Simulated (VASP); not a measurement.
Method: SCAN meta-GGA, VASP's PBE PAW potentials (set 64) (plane waves; VASP).

VASP ran on this input.

**KPOINTS_OPT**
```
k-points along high-symmetry lines
10
Line-mode
Reciprocal
  0.000000   0.000000   0.000000 ! GAMMA
 -0.500000  -0.500000   0.000000 ! X

 -0.500000  -0.500000   0.000000 ! X
 -0.375000  -0.375000   0.250000 ! U

 -0.375000  -0.000000   0.375000 ! K
  0.000000   0.000000   0.000000 ! GAMMA

  0.000000   0.000000   0.000000 ! GAMMA
  0.000000   0.000000   0.500000 ! L

  0.000000   0.000000   0.500000 ! L
 -0.500000  -0.250000   0.250000 ! W

 -0.500000  -0.250000   0.250000 ! W
 -0.500000  -0.500000   0.000000 ! X
```

KPOINTS:
```
Automatic mesh
0
Gamma
11 11 11
0 0 0
```

**INCAR**
```
SYSTEM = InSb
PREC = Accurate; ENCUT = 520; LREAL = .FALSE.
LASPH = .TRUE.
EDIFF = 1E-7; NELM = 100; ALGO = Normal
LMAXMIX = 4; LMIXTAU = .TRUE.
ISMEAR = -5
METAGGA = SCAN
ISIF = 2
LWAVE = .FALSE.; LCHARG = .FALSE.; LORBIT = 11
NEDOS = 601
```

### POSCAR
```
InSb
1
    0.0000000000     3.2605149716     3.2605149716
    3.2605149716     0.0000000000     3.2605149716
    3.2605149716     3.2605149716     0.0000000000
In Sb
1 1
Direct
  0.0000000000   1.0000000000   0.0000000000
  0.2500000000   0.2500000000   0.2500000000
```

POTCAR, in this order: In_d Sb (PBE.64 set). Program: vasp_std.

The run wrote:

### OSZICAR
```
       N       E                     dE             d eps       ncg     rms          rms(c)
DAV:   1     0.480971120295E+02    0.48097E+02   -0.82525E+03  1456   0.141E+03
DAV:   2    -0.660531771280E+02   -0.11415E+03   -0.11211E+03  1526   0.314E+02
DAV:   3    -0.735854167257E+02   -0.75322E+01   -0.74867E+01  1931   0.891E+01
DAV:   4    -0.737976083844E+02   -0.21219E+00   -0.21212E+00  1809   0.176E+01
DAV:   5    -0.738069333456E+02   -0.93250E-02   -0.93247E-02  2101   0.291E+00    0.331E+00
DAV:   6    -0.709824604389E+02    0.28245E+01   -0.16112E+00  1736   0.286E+01    0.202E+00
DAV:   7    -0.708375836435E+02    0.14488E+00   -0.53652E-01  1501   0.105E+01    0.125E+00
DAV:   8    -0.708897149341E+02   -0.52131E-01   -0.44029E-01  1456   0.730E+00    0.138E+00
DAV:   9    -0.709149636572E+02   -0.25249E-01   -0.18220E-02  1866   0.113E+00    0.153E+00
DAV:  10    -0.708494852167E+02    0.65478E-01   -0.97637E-03  1461   0.139E+00    0.177E+00
DAV:  11    -0.708790673771E+02   -0.29582E-01   -0.20386E-03  1506   0.584E-01    0.183E+00
DAV:  12    -0.709262956005E+02   -0.47228E-01   -0.17425E-01  1456   0.497E+00    0.235E+00
DAV:  13    -0.709670473307E+02   -0.40752E-01   -0.67807E-02  1456   0.330E+00    0.242E+00
DAV:  14    -0.709655040146E+02    0.15433E-02   -0.65378E-03  1681   0.109E+00    0.245E+00
DAV:  15    -0.710005874640E+02   -0.35083E-01   -0.48738E-02  1456   0.333E+00    0.224E+00
DAV:  16    -0.709595250289E+02    0.41062E-01   -0.17945E-02  1456   0.159E+00    0.195E+00
DAV:  17    -0.709491510732E+02    0.10374E-01   -0.46589E-03  1456   0.109E+00    0.183E+00
DAV:  18    -0.709470578422E+02    0.20932E-02   -0.45877E-04  1751   0.330E-01    0.184E+00
DAV:  19    -0.709435763547E+02    0.34815E-02   -0.59011E-03  1456   0.109E+00    0.150E+00
DAV:  20    -0.709410735818E+02    0.25028E-02   -0.12742E-02  1456   0.132E+00    0.976E-01
DAV:  21    -0.709409881495E+02    0.85432E-04   -0.20603E-03  1556   0.540E-01    0.866E-01
DAV:  22    -0.709409855501E+02    0.25994E-05   -0.65247E-05  1886   0.792E-02    0.840E-01
DAV:  23    -0.709410306935E+02   -0.45143E-04   -0.22436E-04  1476   0.189E-01    0.802E-01
DAV:  24    -0.709388953340E+02    0.21354E-02   -0.12915E-03  1456   0.399E-01    0.607E-01
DAV:  25    -0.709391022447E+02   -0.20691E-03   -0.83697E-04  1461   0.333E-01    0.531E-01
DAV:  26    -0.709394494330E+02   -0.34719E-03   -0.11486E-03  1586   0.389E-01    0.478E-01
DAV:  27    -0.709405920857E+02   -0.11427E-02   -0.18504E-03  1456   0.580E-01    0.328E-01
DAV:  28    -0.709405378062E+02    0.54280E-04   -0.91627E-04  1661   0.307E-01    0.175E-01
DAV:  29    -0.709405818951E+02   -0.44089E-04   -0.57183E-05  1731   0.646E-02    0.145E-01
DAV:  30    -0.709405154069E+02    0.66488E-04   -0.14803E-04  1456   0.165E-01    0.134E-01
DAV:  31    -0.709405648968E+02   -0.49490E-04   -0.33296E-05  1476   0.781E-02    0.723E-02
DAV:  32    -0.709404524400E+02    0.11246E-03   -0.13070E-04  1456   0.143E-01    0.447E-02
DAV:  33    -0.709403598447E+02    0.92595E-04   -0.56147E-05  1646   0.104E-01    0.192E-02
DAV:  34    -0.709403534780E+02    0.63668E-05   -0.87459E-06  1666   0.323E-02    0.161E-02
DAV:  35    -0.709403247093E+02    0.28769E-04   -0.91448E-06  1506   0.353E-02    0.115E-02
DAV:  36    -0.709403029222E+02    0.21787E-04   -0.40475E-06  1661   0.223E-02    0.796E-03
DAV:  37    -0.709402888079E+02    0.14114E-04   -0.15329E-06  1466   0.157E-02    0.363E-03
DAV:  38    -0.709402831456E+02    0.56623E-05   -0.62605E-07  1466   0.103E-02    0.368E-03
DAV:  39    -0.709402852673E+02   -0.21217E-05   -0.95407E-08  1241   0.422E-03    0.288E-03
DAV:  40    -0.709402872796E+02   -0.20123E-05   -0.74023E-08  1011   0.383E-03    0.123E-03
DAV:  41    -0.709402889381E+02   -0.16585E-05   -0.51624E-08   991   0.315E-03    0.502E-04
DAV:  42    -0.709402898512E+02   -0.91306E-06   -0.27363E-08   738   0.206E-03    0.308E-04
DAV:  43    -0.709402899558E+02   -0.10461E-06   -0.15531E-08   728   0.185E-03    0.321E-04
DAV:  44    -0.709402904028E+02   -0.44704E-06   -0.26779E-09   728   0.794E-04    0.259E-04
DAV:  45    -0.709402904437E+02   -0.40889E-07   -0.18315E-09   728   0.614E-04
   1 F= -.70940290E+02 E0= -.70940290E+02  d E =0.000000E+00
       N       E                     dE             ncg
       N       E                     dE             ncg
```

**OUTCAR**
```
------------------------ aborting loop because EDIFF is reached ----------------------------------------
  FORCE on cell =-STRESS in cart. coord.  units (eV):
  Direction    XX          YY          ZZ          XY          YZ          ZX
  --------------------------------------------------------------------------------------
  Total        0.0101456      0.0101456      0.0101456      0.0000000     -0.0000000      0.0000000
  in kB        0.2344764      0.2344764      0.2344764      0.0000000     -0.0000000      0.0000000
  external PRESSURE =       0.2344764 kB  Pullay stress =       0.0000000 kB
  volume of cell :       69.32
      direct lattice vectors                 reciprocal lattice vectors
     0.000000000  3.260514972  3.260514972    -0.153350009  0.153350009  0.153350009
     3.260514972  0.000000000  3.260514972     0.153350009 -0.153350009  0.153350009
     3.260514972  3.260514972  0.000000000     0.153350009  0.153350009 -0.153350009
  FREE ENERGIE OF THE ION-ELECTRON SYSTEM (eV)
  ---------------------------------------------------
  free  energy   TOTEN  =       -70.9402904437 eV

  energy  without entropy=      -70.9402904437  energy(sigma->0) =      -70.94029044

 total charge

# of ion       s       p       d       tot
------------------------------------------
    1        0.887   0.752   9.855  11.494
    2        1.133   1.304   0.020   2.457
--------------------------------------------------
tot          2.020   2.056   9.874  13.950
```
(Selected blocks of OUTCAR.)

### OUTCAR
```
 val. band max:        4.7432192152   @ k =   0.0000   0.0000   0.0000

 cond. band min:       4.7432239658   @ k =   0.0000   0.0000   0.0000


 Fermi energy:         4.7434890355

 k-point     1 :       0.0000    0.0000    0.0000
  band No.  band energies     occupation
      1     -10.2454      2.00000
      2     -10.2453      2.00000
      3     -10.2452      2.00000
      4     -10.1541      2.00000
      5     -10.1541      2.00000
      6      -6.2947      2.00000
      7       4.4300      2.00000
      8       4.7432      2.00000
      9       4.7432      2.00000
     10       4.7432      0.00000
     11       7.7581      0.00000
     12       7.7582      0.00000
     13       7.7582      0.00000

 k-point     2 :       0.0909    0.0000    0.0000
  band No.  band energies     occupation
      1     -10.2493      2.00000
      2     -10.2436      2.00000
      3     -10.2434      2.00000
      4     -10.1542      2.00000
      5     -10.1542      2.00000
      6      -6.2177      2.00000
      7       3.2910      2.00000
      8       4.6209      2.00000
      9       4.6209      2.00000
     10       5.4983     -0.00000
     11       7.9280      0.00000
     12       7.9281      0.00000
     13       7.9382      0.00000

 k-point     3 :       0.1818    0.0000    0.0000
  band No.  band energies     occupation
      1     -10.2597      2.00000
      2     -10.2390      2.00000
      3     -10.2388      2.00000
      4     -10.1544      2.00000
      5     -10.1543      2.00000
      6      -5.9939      2.00000
      7       1.9451      2.00000
      8       4.3454      2.00000
      9       4.3454      2.00000
     10       5.6978      0.00000
     11       8.2930      0.00000
     12       8.2931      0.00000
     13       8.7134      0.00000

 k-point     4 :       0.2727    0.0000    0.0000
  band No.  band energies     occupation
      1     -10.2732      2.00000
      2     -10.2334      2.00000
      3     -10.2332      2.00000
...
```

For a metal the tetrahedron method with Blöchl corrections gives inexact stress and forces. Unless said otherwise, spin-orbit coupling is left out, though it shifts the bands of the heavy elements here.

The compound is InSb in the zinc blende structure. It was relaxed first.
